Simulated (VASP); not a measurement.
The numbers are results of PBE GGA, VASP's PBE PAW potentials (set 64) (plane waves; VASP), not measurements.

VASP ran on this input.

File KPOINTS:
```
Regular mesh
0
G
 14 14 8
```

**POSCAR**
```
Tc
2.7132940
  0.5082523309  -0.8612081846   0.0000000000
  0.5082523309   0.8612081846   0.0000000000
  0.0000000000   0.0000000000   1.6021459525
Tc
2
Cartesian
  0.5082523309   0.2870699690   0.4005364881
  0.5184560047  -0.2870699690   1.2016094644
```

### INCAR
```
LREAL=F
SYSTEM=Tc
ISMEAR=0   ! Gaussian
NELM=100   ! most electronic steps
LWAVE=F
LCHARG=F
SIGMA=0.05
PREC=Accurate
ENCUT=400   ! plane-wave cut-off (eV)
NELECT=26.1
ALGO=Normal   ! blocked Davidson
ISIF=2   ! forces and stress, cell fixed
GGA=PE   ! PBE
LMAXMIX=4   ! l cut-off of mixed one-centre charges
LASPH=T
EDIFF=1E-6
```

POTCAR, in this order: Tc_pv (PBE.64 set). Program: vasp_std.

Output of the run:

**OSZICAR**
```
       N       E                     dE             d eps       ncg     rms          rms(c)
DAV:   1     0.277055155828E+03    0.27706E+03   -0.14765E+04 17344   0.132E+03
DAV:   2    -0.139344242854E+02   -0.29099E+03   -0.28808E+03 19071   0.417E+02
DAV:   3    -0.206405450978E+02   -0.67061E+01   -0.65412E+01 20073   0.742E+01
DAV:   4    -0.206985620428E+02   -0.58017E-01   -0.57709E-01 18814   0.679E+00
DAV:   5    -0.206991138020E+02   -0.55176E-03   -0.55169E-03 18858   0.613E-01    0.245E+01
DAV:   6    -0.195404418023E+02    0.11587E+01   -0.26980E+00 18039   0.165E+01    0.819E+00
DAV:   7    -0.193817073466E+02    0.15873E+00   -0.61196E-01 19300   0.712E+00    0.929E-01
DAV:   8    -0.193718191785E+02    0.98882E-02   -0.14911E-02 17454   0.137E+00    0.293E-01
DAV:   9    -0.193718428739E+02   -0.23695E-04   -0.50614E-04 19223   0.193E-01    0.211E-02
DAV:  10    -0.193718386868E+02    0.41870E-05   -0.14285E-05 17666   0.367E-02    0.597E-03
DAV:  11    -0.193718373771E+02    0.13098E-05   -0.34974E-07  9054   0.689E-03    0.167E-03
DAV:  12    -0.193718365819E+02    0.79517E-06   -0.21578E-07  8590   0.451E-03
   1 F= -.19371837E+02 E0= -.19370713E+02  d E =-.224713E-02
```

### OUTCAR
```
------------------------ aborting loop because EDIFF is reached ----------------------------------------
  FORCE on cell =-STRESS in cart. coord.  units (eV):
  Direction    XX          YY          ZZ          XY          YZ          ZX
  --------------------------------------------------------------------------------------
  Total        2.5104899      3.6350990      3.2173347     -0.1333722      0.0000000      0.0000000
  in kB      143.5684106    207.8818905    183.9910353     -7.6272121      0.0000000      0.0000000
  external PRESSURE =     178.4804455 kB  Pullay stress =       0.0000000 kB
  volume of cell :       28.02
      direct lattice vectors                 reciprocal lattice vectors
     1.379038000 -2.336711000  0.000000000     0.362571590 -0.213975969  0.000000000
     1.379038000  2.336711000  0.000000000     0.362571590  0.213975969  0.000000000
     0.000000000  0.000000000  4.347093000     0.000000000  0.000000000  0.230038787
 POSITION                                       TOTAL-FORCE (eV/Angst)
 -----------------------------------------------------------------------------------
      1.37904      0.77891      1.08677         0.079812      0.106194      0.000000
      1.40672     -0.77891      3.26032        -0.079812     -0.106194     -0.000000
 -----------------------------------------------------------------------------------
    total drift:                               -0.000043      0.000002      0.000000
  FREE ENERGIE OF THE ION-ELECTRON SYSTEM (eV)
  ---------------------------------------------------
  free  energy   TOTEN  =       -19.3718365819 eV

  energy  without entropy=      -19.3695894512  energy(sigma->0) =      -19.37071302
```
(Selected blocks of OUTCAR.)

OUTCAR:
```
 val. band max:       13.0314103071   @ k =  -0.0714   0.0714   0.1250

 cond. band min:      13.0414797846   @ k =   0.3571   0.2143   0.3750


 Fermi energy:        13.0337244299

 k-point     1 :       0.0000    0.0000    0.0000
  band No.  band energies     occupation
      1     -26.4601      2.00000
      2     -25.2926      2.00000
      3     -25.2554      2.00000
      4     -25.0884      2.00000
      5     -25.0473      2.00000
      6     -25.0094      2.00000
      7       5.5860      2.00000
      8       7.4418      2.00000
      9      11.1867      2.00000
     10      11.5401      2.00000
     11      11.6306      2.00000
     12      11.9810      2.00000
     13      12.3726      2.00000
     14      12.7394      2.00000
     15      12.9429      1.98978
     16      14.8022      0.00000
     17      15.5108      0.00000

 k-point     2 :       0.0714   -0.0000    0.0000
  band No.  band energies     occupation
      1     -26.4372      2.00000
      2     -25.3377      2.00000
      3     -25.2747      2.00000
      4     -25.1263      2.00000
      5     -25.0663      2.00000
      6     -25.0194      2.00000
      7       5.7801      2.00000
      8       7.6004      2.00000
      9      10.8976      2.00000
     10      11.6681      2.00000
     11      11.8408      2.00000
     12      12.0100      2.00000
     13      12.4636      2.00000
     14      12.5107      2.00000
     15      12.8052      2.00000
     16      13.7697      0.00000
     17      15.6598      0.00000

 k-point     3 :      -0.0000    0.0714    0.0000
  band No.  band energies     occupation
      1     -26.4380      2.00000
      2     -25.3321      2.00000
      3     -25.2802      2.00000
      4     -25.1361      2.00000
      5     -25.0565      2.00000
      6     -25.0185      2.00000
      7       5.7798      2.00000
      8       7.5957      2.00000
      9      10.9245      2.00000
     10      11.6546      2.00000
     11      11.8834      2.00000
...
```

The cell is charged, with a uniform compensating background.

The compound is Tc in the hcp structure. The cell was not relaxed at this level, atoms are displaced from their ideal sites. The run is one of a series of settings (ISMEAR = 0, NELECT = 26.1, SIGMA = 0.05 against the base run), some of them coarse on purpose.
